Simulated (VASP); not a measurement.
# CuB12 (Pm-3m) in VASP: further runs

One crystal, CuB12, is run at these levels: PBE; tasks: relaxation of cell and atoms, single point.

All numbers are computed with VASP 6.6.1; they aren't measurements. Logs are shortened: lines on timing, memory, paths and dates and some standing lists are left out, and cuts for length are marked.

## (1) The cell of the first run

The structure is cubic, space group Pm-3m (No. 221). Conventional cell: a = 4.511 Å, b = 4.511 Å, c = 4.511 Å, α = 90.00°, β = 90.00°, γ = 90.00°. Around Cu (site symmetry m-3m) lie 6 B at 1.54 Å. B (site symmetry 4mm) has 1 B at 1.38 Å as nearest neighbours. B (site symmetry 4mm) is surrounded by 1 B at 1.43 Å and 1 Cu at 1.54 Å.

The cell was built by a generator and needn't be a form met in nature.

## (2) Relaxation of cell and atoms, PBE (random cell by space group and Wyckoff sites (Pm-3m, No. 221))

Input file INCAR:

```
  ALGO = Normal
  EDIFF = 1E-6
  EDIFFG = -0.04
  ENCUT = 600
  GGA = PE
  IBRION = 2
  ISIF = 3
  ISMEAR = 0
  LASPH = T
  LCHARG = F
  LREAL = F
  LWAVE = F
  NELM = 80
  NSW = 90
  PREC = Accurate
  SIGMA = 0.1
```

Input file KPOINTS:

```
k-points
0
Gamma
  4 4 4
```

Input file POSCAR:

```
CuB12
1.0
    4.5109086700      0.0000000000      0.0000000000
    0.0000000000      4.5109086700      0.0000000000
    0.0000000000      0.0000000000      4.5109086700
Cu B
1 12
Direct
    0.5000000000      0.5000000000      0.5000000000
    0.3471290600      0.0000000000      0.0000000000
    0.6528709400      0.0000000000      0.0000000000
    0.0000000000      0.3471290600      0.0000000000
    0.0000000000      0.6528709400      0.0000000000
    0.0000000000      0.0000000000      0.3471290600
    0.0000000000      0.0000000000      0.6528709400
    0.1585141600      0.5000000000      0.5000000000
    0.8414858400      0.5000000000      0.5000000000
    0.5000000000      0.1585141600      0.5000000000
    0.5000000000      0.8414858400      0.5000000000
    0.5000000000      0.5000000000      0.1585141600
    0.5000000000      0.5000000000      0.8414858400
```

Potentials or basis: VASP PAW PBE potentials, release 64 (Cu, B).

Started as:

```console
$ cat potpaw_PBE.64/Cu/POTCAR potpaw_PBE.64/B/POTCAR > POTCAR
$ mpirun -np 1 vasp_std > vasp.out
```

OUTCAR:

```text
EDIFF = 1E-6
   EDIFFG = -0.04
   ENCUT = 600
   GGA = PE
   IBRION = 2
   ISIF = 3
   ISMEAR = 0
   LASPH = T
   LREAL = F
   NELM = 80
   NSW = 90
   PREC = Accurate

 ion  position               nearest neighbor table
   1  0.500  0.500  0.500-   8 1.54   9 1.54  10 1.54  11 1.54  12 1.54  13 1.54
   2  0.347  0.000  0.000-   3 1.38
   3  0.653  0.000  0.000-   2 1.38
   4  0.000  0.347  0.000-   5 1.38
   5  0.000  0.653  0.000-   4 1.38
   6  0.000  0.000  0.347-   7 1.38
   7  0.000  0.000  0.653-   6 1.38
   8  0.159  0.500  0.500-   9 1.43   1 1.54
   9  0.841  0.500  0.500-   8 1.43   1 1.54
  10  0.500  0.159  0.500-  11 1.43   1 1.54
  11  0.500  0.841  0.500-  10 1.43   1 1.54
  12  0.500  0.500  0.159-  13 1.43   1 1.54
  13  0.500  0.500  0.841-  12 1.43   1 1.54

  LATTYP: Found a simple cubic cell.
 ALAT       =     4.5109086700

  Lattice vectors:

 A1 = (   4.5109086700,   0.0000000000,   0.0000000000)
 A2 = (   0.0000000000,   4.5109086700,   0.0000000000)
 A3 = (   0.0000000000,   0.0000000000,   4.5109086700)

Analysis of symmetry for initial positions (statically):
=====================================================================
 Subroutine PRICEL returns:
 Original cell was already a primitive cell.

 Routine SETGRP: Setting up the symmetry group for a
 simple cubic supercell.

 Subroutine GETGRP returns: Found 48 space group operations
 (whereof 48 operations were pure point group operations)
 out of a pool of 48 trial point group operations.

The static configuration has the point symmetry O_h .

Analysis of symmetry for dynamics (positions and initial velocities):
=====================================================================
 Subroutine PRICEL returns:
 Original cell was already a primitive cell.

 Routine SETGRP: Setting up the symmetry group for a
 simple cubic supercell.

 Subroutine GETGRP returns: Found 48 space group operations
 (whereof 48 operations were pure point group operations)
 out of a pool of 48 trial point group operations.

The dynamic configuration has the point symmetry O_h .

 Subroutine INISYM returns: Found 48 space group operations
 (whereof 48 operations are pure point group operations),
 and found     1 'primitive' translations

----------------------------------------------------------------------------------------

                                     Primitive cell

  volume of cell :      91.7893

  direct lattice vectors                    reciprocal lattice vectors
     4.510908670  0.000000000  0.000000000     0.221684825  0.000000000  0.000000000
     0.000000000  4.510908670  0.000000000     0.000000000  0.221684825  0.000000000
     0.000000000  0.000000000  4.510908670     0.000000000  0.000000000  0.221684825

  length of vectors
     4.510908670  4.510908670  4.510908670     0.221684825  0.221684825  0.221684825

  position of ions in fractional coordinates (direct lattice)
     0.500000000  0.500000000  0.500000000
     0.347129060  0.000000000  0.000000000
     0.652870940  0.000000000  0.000000000
     0.000000000  0.347129060  0.000000000
     0.000000000  0.652870940  0.000000000
     0.000000000  0.000000000  0.347129060
     0.000000000  0.000000000  0.652870940
     0.158514160  0.500000000  0.500000000
     0.841485840  0.500000000  0.500000000
     0.500000000  0.158514160  0.500000000
     0.500000000  0.841485840  0.500000000
     0.500000000  0.500000000  0.158514160
     0.500000000  0.500000000  0.841485840

  ion indices of the primitive-cell ions
   primitive index   ion index
                 1           1
                 2           2
                 3           3
                 4           4
                 5           5
                 6           6
                 7           7
                 8           8
                 9           9
                10          10
                11          11
                12          12
                13          13

----------------------------------------------------------------------------------------

 KPOINTS: k-points

Automatic generation of k-mesh.
 Grid dimensions read from file:
 generate k-points for:    4    4    4

 Generating k-lattice:

  Cartesian coordinates                     Fractional coordinates (reciprocal lattice)
     0.055421206  0.000000000  0.000000000     0.250000000  0.000000000  0.000000000
     0.000000000  0.055421206  0.000000000     0.000000000  0.250000000  0.000000000
     0.000000000  0.000000000  0.055421206     0.000000000  0.000000000  0.250000000

  Length of vectors
     0.055421206  0.055421206  0.055421206

  Shift w.r.t. Gamma in fractional coordinates (k-lattice)
     0.000000000  0.000000000  0.000000000

 Subroutine IBZKPT returns following result:
 ===========================================

 Found     10 irreducible k-points:

 Following reciprocal coordinates:
            Coordinates               Weight
  0.000000  0.000000  0.000000      1.000000
  0.250000  0.000000  0.000000      6.000000
  0.500000  0.000000  0.000000      3.000000
  0.250000  0.250000  0.000000     12.000000
  0.500000  0.250000  0.000000     12.000000
  0.500000  0.500000  0.000000      3.000000
  0.250000  0.250000  0.250000      8.000000
  0.500000  0.250000  0.250000     12.000000
  0.500000  0.500000  0.250000      6.000000
  0.500000  0.500000  0.500000      1.000000
   k-points           NKPTS =     10   k-points in BZ     NKDIM =     10   number of bands    NBANDS=     30
   number of dos      NEDOS =    301   number of ions     NIONS =     13
   total plane-waves  NPLWV =  46656
   dimension x,y,z NGX =    36 NGY =   36 NGZ =   36
   dimension x,y,z NGXF=    72 NGYF=   72 NGZF=   72
   ions per type =               1  12
   NGX,Y,Z   is equivalent  to a cutoff of  13.27, 13.27, 13.27 a.u.
   NGXF,Y,Z  is equivalent  to a cutoff of  26.54, 26.54, 26.54 a.u.
 SYSTEM =  unknown system
   PREC   = accura    normal or accurate (medium, high low for compatibility)
   ISTART =      0    job   : 0-new  1-cont  2-samecut
   ICHARG =      2    charge: 1-file 2-atom 10-const
   ISPIN  =      1    spin polarized calculation?
   LNONCOLLINEAR =      F non collinear calculations
   LSORBIT =      F    spin-orbit coupling
   LASPH  =      T    aspherical Exc in radial PAW
   ENCUT  =  600.0 eV  44.10 Ry    6.64 a.u.   9.01  9.01  9.01*2*pi/ulx,y,z
   NELM   =     80;   NELMIN=  2; NELMDL= -5     # of ELM steps
   EDIFF  = 0.1E-05   stopping-criterion for ELM
   LREAL  =      F    real-space projection
   EDIFFG = -.4E-01   stopping-criterion for IOM
   NSW    =     90    number of steps for IOM
   IBRION =      2    ionic relax: 0-MD 1-quasi-New 2-CG
   NFREE  =      1    steps in history (QN), initial steepest desc. (CG)
   ISIF   =      3    stress and relaxation
   ISYM   =      2    0-nonsym 1-usesym 2-fastsym
   POTIM  = 0.5000    time-step for ionic-motion
   TEBEG  =    0.0;   TEEND  =   0.0 temperature during run
   PSTRESS=    0.0 pullay stress
   NELECT =      47.0000    total number of electrons
   NUPDOWN=      -1.0000    fix difference up-down
   EMIN   =  10.00;   EMAX   =-10.00  energy-range for DOS
   EFERMI =   0.00;   METHOD = LEGACY
   ISMEAR =     0;   SIGMA  =   0.10  broadening in eV -4-tet -1-fermi 0-gaus
   EFERMI_NEDOS =   21; number of points for ismear=-14 and -15
   IALGO  =     38    algorithm
   IMIX   =      4    mixing-type and parameters
     AMIX     =   0.40;   BMIX     =  1.00
     AMIX_MAG =   1.60;   BMIX_MAG =  1.00
  volume/ion in A,a.u.               =       7.06        47.65
  Fermi-wavevector in a.u.,A,eV,Ry     =   1.309715  2.475002 23.338794  1.715353
  Thomas-Fermi vector in A             =   2.440295
   LORBIT       =      0    0 simple, 1 ext, 2 COOP (PROOUT), +10 PAW based schemes
   GGA     = PE    functional components
   LHFCALC =     F    Hartree Fock is set to
   AEXX    =    0.0000 exact exchange contribution
   IVDW    =     0    specifies the selected vdW correction
   LEPSILON=     F    determine dielectric tensor
   LRPA    =     F    only Hartree local field effects (RPA)
 conjugate gradient relaxation of ions
 non-spin polarized calculation
 Gauss-broadening in eV      SIGMA  =   0.10
  energy-cutoff  :      600.00
  volume of cell :       91.79
 maximum number of plane-waves:      3112
   NGX = 19   NGY = 19   NGZ = 19

--------------------------------------- Ionic step        1  -------------------------------------------

 number of electron      47.0000008 magnetization

 Free energy of the ion-electron system (eV)
  ---------------------------------------------------
  ext. energy  EPLUGINS =         0.00000000
  ---------------------------------------------------
  free energy    TOTEN  =       -48.83209661 eV

  energy without entropy =      -48.80699636  energy(sigma->0) =      -48.81954649

------------------------ aborting loop because EDIFF is reached ----------------------------------------

  FORCE on cell =-STRESS in cart. coord.  units (eV):
  Direction    XX          YY          ZZ          XY          YZ          ZX
  --------------------------------------------------------------------------------------
  -------------------------------------------------------------------------------------
  Total       60.5502077     60.5502077     60.5502077     -0.0000000     -0.0000000      0.0000000
  in kB     1056.9005325   1056.9005325   1056.9005325     -0.0000000     -0.0000000      0.0000000
  external PRESSURE =    1056.9005325 kB  Pullay stress =       0.0000000 kB
[... 122 lines left out ...]
  FREE ENERGIE OF THE ION-ELECTRON SYSTEM (eV)
  ---------------------------------------------------
  free  energy   TOTEN  =       -55.6129183344 eV

  energy  without entropy=      -55.5897076295  energy(sigma->0) =      -55.60131298

 E-fermi :   2.5369     XC(G=0):  -9.5985

 val. band max:        2.5211778698   @ k =   0.2500   0.2500   0.0000
 cond. band min:       2.5411743858   @ k =   0.2500   0.2500   0.2500
 fundamental gap:      0.0199965160
 Fermi energy:         2.5368506612

 k-point     1 :       0.0000    0.0000    0.0000
  band No.  band energies     occupation
      1     -11.4433      2.00000
      2      -9.0077      2.00000
      3      -6.7109      2.00000
      4      -6.7109      2.00000
      5      -5.3227      2.00000
      6      -5.3227      2.00000
[... 319 lines left out ...]
     29       3.7316      0.00000
     30       4.3781      0.00000

[... ionic steps 4 to 13 ...]

--------------------------------------- Ionic step       14  -------------------------------------------

 number of electron      46.9999992 magnetization

------------------------ aborting loop because EDIFF is reached ----------------------------------------
[... 89 lines left out ...]
--------------------------------------- Ionic step       16  -------------------------------------------

 number of electron      46.9999991 magnetization

 Free energy of the ion-electron system (eV)
  ---------------------------------------------------
  ext. energy  EPLUGINS =         0.00000000
  ---------------------------------------------------
  free energy    TOTEN  =       -62.89035642 eV

  energy without entropy =      -62.87865335  energy(sigma->0) =      -62.88450488

 E-fermi :   5.0810     XC(G=0): -10.9588

 val. band max:        5.0036332618   @ k =   0.2500   0.2500   0.0000
 cond. band min:       5.2389025685   @ k =   0.5000   0.5000   0.0000
 fundamental gap:      0.2352693068
 Fermi energy:         5.0809783982

 k-point     1 :       0.0000    0.0000    0.0000
  band No.  band energies     occupation
      1      -8.8913      2.00000
      2      -6.2952      2.00000
      3      -4.4908      2.00000
      4      -4.4908      2.00000
      5      -2.9999      2.00000
      6      -2.9999      2.00000
[... 359 lines left out ...]
  FREE ENERGIE OF THE ION-ELECTRON SYSTEM (eV)
  ---------------------------------------------------
  free  energy   TOTEN  =       -62.8903564158 eV

  energy  without entropy=      -62.8786533480  energy(sigma->0) =      -62.88450488

 reached required accuracy - stopping structural energy minimisation
```

It took 8 min on 1 thread of AMD EPYC 7R43 (Zen 3), shared host; peak memory 0.18 GiB.

Results:

```
Free energy                            : -62.8904 eV
Relaxed volume                         : 9.53 Å³/atom
Relaxed cell                           : a = 4.985 Å, b = 4.985 Å, c = 4.985 Å, α = 90.00°, β = 90.00°, γ = 90.00°
Space group after relaxing (to 0.05 Å) : Pm-3m (No. 221)
Energy gained by relaxing              : 1081.4 meV/atom
Ionic steps                            : 16
Pressure after relaxing                : 0.3 GPa
Largest force after relaxing           : 0.021 eV/Å
Band gap on the k mesh                 : none (metal or under the smearing width)
```

Forces in eV/Å, atoms in the order of the input:
```
Cu   0.000  0.000  0.000
B    0.016  0.000  0.000
B   -0.016  0.000  0.000
B    0.000  0.016  0.000
B    0.000 -0.016  0.000
B    0.000  0.000  0.016
B    0.000  0.000 -0.016
B   -0.021  0.000  0.000
B    0.021  0.000  0.000
B    0.000 -0.021  0.000
B    0.000  0.021  0.000
B    0.000  0.000 -0.021
B    0.000  0.000  0.021
```

The path:
```
step  energy change (eV)  largest force (eV/Å)  pressure (GPa)  volume (Å³)
   1              0.0000               12.5309          105.69        91.79
   2             64.7767              103.1285           74.20       168.61
   3             -6.7808               21.6086           38.00       108.28
   4             -8.1242               17.0708           43.01       104.42
   5             -8.3137                6.1802          -13.02       167.06
   6            -13.8764                2.1706           -1.72       127.02
   7            -13.9849                1.4125            0.40       124.81
   8            -14.0271                0.4707            3.03       122.39
   9            -14.0263                0.6271            2.55       122.77
  10            -14.0477                0.1556           -0.76       125.51
  11            -14.0507                0.1304            0.06       124.79
  12            -14.0527                0.1143            0.10       124.64
  13            -14.0563                0.1227            0.31       124.18
  14            -14.0568                0.1815            0.37       123.97
  15            -14.0579                0.0842            0.34       123.92
  16            -14.0583                0.0211            0.28       123.86
```

Final structure:
```xyz
13
Lattice="4.9848 0.0000 0.0000 0.0000 4.9848 0.0000 0.0000 0.0000 4.9848" Properties=species:S:1:pos:R:3 pbc="T T T"
Cu    2.4924    2.4924    2.4924
B     1.3739    0.0000    0.0000
B     3.6110    0.0000    0.0000
B     0.0000    1.3739    0.0000
B     0.0000    3.6110    0.0000
B     0.0000    0.0000    1.3739
B     0.0000    0.0000    3.6110
B     0.7418    2.4924    2.4924
B     4.2430    2.4924    2.4924
B     2.4924    0.7418    2.4924
B     2.4924    4.2430    2.4924
B     2.4924    2.4924    0.7418
B     2.4924    2.4924    4.2430
```

Levels at points of the mesh, in eV from the Fermi level:
| k point | band 21 | band 22 | band 23 | band 24 | band 25 | band 26 |
| --- | --- | --- | --- | --- | --- | --- |
| (0.00, 0.00, 0.00) | -2.15 | -2.15 | -2.04 | -2.04 | -2.04 | 1.13 |
| (0.50, 0.00, 0.00) | -2.07 | -1.87 | -1.55 | -1.55 | 0.84 | 1.27 |
| (0.50, 0.50, 0.00) | -2.36 | -1.66 | 0.16 | 0.21 | 1.23 | 1.23 |
| (0.50, 0.50, 0.50) | -1.48 | -1.48 | 0.48 | 0.48 | 0.48 | 0.69 |

Caveat: the volume moved by over 15 % at a fixed basis, so the end points are rough.

## (3) Single point, PBE (random cell by space group and Wyckoff sites (Pm-3m, No. 221))

Input file INCAR:

```
SYSTEM = CuB12
PREC = Accurate
ENCUT = 520
EDIFF = 1E-6
ISMEAR = 0
SIGMA = 0.1
LREAL = .False.
LASPH = .True.
NELM = 80
ALGO = Fast
ISIF = 2
LWAVE = .False.
LCHARG = .False.
GGA = PE
NBANDS = 36
```

Input file KPOINTS:

```
regular mesh
0
Gamma
  8 8 8
  0 0 0
```

Input file POSCAR:

```
CuB12
1.0
    5.0162653028      0.0000000000      0.0000000000
    0.0000000000      5.0162653028      0.0000000000
    0.0000000000      0.0000000000      5.0162653028
Cu B
1 12
Direct
    0.5000000000      0.5000000000      0.5000000000
    0.2652506162      0.0000000000      0.0000000000
    0.7347493838      0.0000000000      0.0000000000
    0.0000000000      0.2652506162      0.0000000000
    0.0000000000      0.7347493838      0.0000000000
    0.0000000000      0.0000000000      0.2652506162
    0.0000000000      0.0000000000      0.7347493838
    0.1485635737      0.5000000000      0.5000000000
    0.8514364263      0.5000000000      0.5000000000
    0.5000000000      0.1485635737      0.5000000000
    0.5000000000      0.8514364263      0.5000000000
    0.5000000000      0.5000000000      0.1485635737
    0.5000000000      0.5000000000      0.8514364263
```

Potentials or basis: VASP PAW PBE potentials, release 64 (Cu, B).

Started as:

```console
$ cat potpaw_PBE.64/Cu/POTCAR potpaw_PBE.64/B/POTCAR > POTCAR
$ mpirun -np 1 vasp_std > vasp.out
```

Wall time 3.1 min (1 thread of Intel Xeon Platinum 8488C (Sapphire Rapids), shared host); peak memory 0.31 GiB.

The run converged. Its results:

| Property | Result |
| --- | --- |
| Free energy | -62.9154 eV |
| Pressure | -0.2 GPa |
| Largest force | 0.050 eV/Å |
| Band gap on the k mesh | none (metal or under the smearing width) |

Forces on the atoms (eV/Å):
```
Cu   0.000  0.000  0.000
B    0.011  0.000  0.000
B   -0.011  0.000  0.000
B    0.000  0.011  0.000
B    0.000 -0.011  0.000
B    0.000  0.000  0.011
B    0.000  0.000 -0.011
B    0.050  0.000  0.000
B   -0.050  0.000  0.000
B    0.000  0.050  0.000
B    0.000 -0.050  0.000
B    0.000  0.000  0.050
B    0.000  0.000 -0.050
```

Levels at points of the mesh, in eV from the Fermi level:
```tsv
k point	band 22	band 23	band 24	band 25	band 26	band 27
(0.00, 0.00, 0.00)	-2.27	-2.00	-2.00	-2.00	0.98	0.98
(0.50, 0.00, 0.00)	-1.82	-1.57	-1.57	0.70	1.29	1.44
(0.50, 0.50, 0.00)	-1.88	0.12	0.16	1.19	1.19	1.28
(0.50, 0.50, 0.50)	-1.71	-0.05	0.49	0.49	0.49	0.82
```
